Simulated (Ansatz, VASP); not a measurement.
## One calculation of GaGe, two programs

```xyz
2
Lattice="0.0000 2.9360 2.9360 2.9360 0.0000 2.9360 2.9360 2.9360 0.0000" Properties=species:S:1:pos:R:3 pbc="T T T"
Ge    0.0000    0.0000    0.0000
Ga    1.4680    1.4680    1.4680
```

Change from the starting cell: volume scaled by 1.04.

Alike in both runs: task single point; functional LDA; k mesh 8 × 8 × 8; occupations fermi-dirac, width 0.05 eV; no spin polarisation.

|  | VASP | Ansatz |
| --- | --- | --- |
| version | VASP 6.6.1 | Ansatz 0.2.0 |
| potentials or method | VASP PAW LDA potentials, release 64 (Ge_d, Ga_d), cutoff 520 eV | all-electron LAPW, scalar-relativistic |

```csv
,VASP,Ansatz,Ansatz less VASP
gap on the k mesh at the Fermi level (eV),none,none,-
pressure (GPa),-5.4,-5.5,-0.09
```

A gap of «none» marks a metal or a gap that the smearing closes. Ansatz ran all-electron here, so the differences hold the error of VASP's frozen core and of both bases.
